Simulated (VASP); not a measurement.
Data:

```yaml
crystal:
  lattice:
    - [6.30290, 0.00000, 0.00000]
    - [-3.15145, 5.45847, 0.00000]
    - [0.00000, 0.00000, 5.06588]
  atoms:
    - { symbol: Cd, position: [0.33333, 0.66667, 0.25000] }
    - { symbol: Cd, position: [0.66667, 0.33333, 0.75000] }
    - { symbol: Mg, position: [0.83300, 0.66600, 0.25000] }
    - { symbol: Mg, position: [0.16700, 0.83300, 0.75000] }
    - { symbol: Mg, position: [0.33400, 0.16700, 0.25000] }
    - { symbol: Mg, position: [0.16700, 0.33400, 0.75000] }
    - { symbol: Mg, position: [0.83300, 0.16700, 0.25000] }
    - { symbol: Mg, position: [0.66600, 0.83300, 0.75000] }
```

Level of theory: PBEsol GGA, VASP's PBE PAW potentials (set 64) (plane waves; VASP). Settings: 300 eV cut-off, 4×4×5 Γ-centred mesh, Gaussian smearing of 0.10 eV, potentials Cd Mg.

At this cut-off the stress carries a Pulay error, which pulls relaxed volumes low.

Task: What does the run give for the energy per atom (σ→0), pressure, band gap (on the k-mesh) with the smallest direct gap where there is one?

Result: 
| Property | Result |
|---|---|
| band gap (on the k-mesh) | none (metal, semimetal or under 0.01 eV) |
| energy per atom (σ→0) | -1.690 eV/atom |
| pressure | -1.16 GPa |

The absolute energy has meaning only against runs of the same code, potentials and settings.

The structure comes from a measured Mg3Cd entry (P6_3/mmc) of the Crystallography Open Database, whose conditions weren't checked. The cell was not relaxed at this level.
